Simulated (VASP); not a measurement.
AlN:

```
CELL_PARAMETERS angstrom
0.00000 2.18399 2.18399
2.18399 0.00000 2.18399
2.18399 2.18399 0.00000
ATOMIC_POSITIONS crystal
Al 0.00000 0.00000 0.00000
N 0.75000 0.75000 0.75000
```

Measurements of this composition are mostly on another form, of space group No. 186.

```yaml
Program: VASP 6.6.1
Task: relaxation of cell and atoms
Functional: PBE
Potentials_or_basis: VASP PAW PBE potentials, release 64 (Al, N)
Cutoff: 520 eV
k_mesh: 4 × 4 × 4
Occupations: gaussian, width 0.02 eV
Spin: no spin polarisation
```

At the start: pressure 4.6 GPa; volume 10.42 Å³/atom.

Q: How do energy, volume and symmetry change on relaxing?

A: Over 3 steps the energy falls by 3.4 meV/atom and the volume is 10.66 Å³/atom (+2.3 %); space group F-43m (No. 216, to 0.05 Å).

The path:
```csv
step,energy change (eV),largest force (eV/Å),pressure (GPa),volume (Å³)
1,0.0000,0.0000,4.64,20.83
2,-0.0014,0.0000,-3.86,21.76
3,-0.0068,0.0000,0.00,21.31
```

Final structure:
```xyz
2
Lattice="0.0000 2.2006 2.2006 2.2006 0.0000 2.2006 2.2006 2.2006 0.0000" Properties=species:S:1:pos:R:3 pbc="T T T"
Al    0.0000    0.0000    0.0000
N     3.3010    3.3010    3.3010
```

Caveat: the k mesh is coarse (spacing up to 0.62 Å⁻¹), so the values aren't converged.
